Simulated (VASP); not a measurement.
The input files of a VASP run:

### INCAR
```
SYSTEM=ZrP
PREC=Accurate; ENCUT=300; LREAL=F
LASPH=T
EDIFF=1E-6; NELM=100; ALGO=Normal
LMAXMIX=4
ISMEAR=-1; SIGMA=0.1
GGA=PE
ISIF=2
LWAVE=F; LCHARG=F
```

**KPOINTS**
```
Regular mesh
0
G
4 4 5
```

File POSCAR:
```
ZrP
1.0
  6.1454230000   0.0000000000   0.0000000000
 -3.0727120000   5.3220930000   0.0000000000
  0.0000000000   0.0000000000   4.9588290000
Zr P
3 3
Direct
  0.5000000000   0.0000000000   0.0000000000
  0.5000000000   0.5000000000   0.0000000000
  0.0000000000   0.5000000000   0.0000000000
  0.0000000000   0.0000000000   0.0000000000
  0.3333330000   0.6666670000   0.5000000000
  0.6666670000   0.3333330000   0.5000000000
```

POTCAR, in this order: Zr_sv P (PBE.64 set). Program: vasp_std.

### Question
Translate this PBE calculation to Quantum ESPRESSO's pw.x.

### Answer
One equivalent input (not run):
```
&CONTROL
  calculation = 'scf'
  pseudo_dir = './pseudo'
  outdir = './out'
  tprnfor = .true.
  tstress = .true.
/
&SYSTEM
  ibrav = 0
  nat = 6
  ntyp = 2
  ecutwfc = 66
  occupations = 'smearing'
  smearing = 'fermi-dirac'
  degauss = 0.00735
  input_dft = 'pbe'
/
&ELECTRONS
  conv_thr = 7.3e-08
  electron_maxstep = 100
/
ATOMIC_SPECIES
  Zr 91.224 Zr.upf
  P 30.974 P.upf
CELL_PARAMETERS angstrom
     6.1454230    0.0000000    0.0000000
    -3.0727120    5.3220930    0.0000000
     0.0000000    0.0000000    4.9588290
ATOMIC_POSITIONS crystal
  Zr   0.5000000  0.0000000  0.0000000
  Zr   0.5000000  0.5000000  0.0000000
  Zr   0.0000000  0.5000000  0.0000000
  P    0.0000000  0.0000000  0.0000000
  P    0.3333330  0.6666670  0.5000000
  P    0.6666670  0.3333330  0.5000000
K_POINTS automatic
  4 4 5 0 0 0
```
Limits of the translation: the potentials are each code's own (VASP's PAW set, PseudoDojo norm-conserving files in pw.x), so ENCUT and ecutwfc are chosen apart and not converted; conv_thr bounds pw.x's estimated SCF error, while EDIFF bounds the energy change between steps.

The structure was generated: ZrP was put into an ordered model structure, which need not be its known phase. The cell was not relaxed at this level.
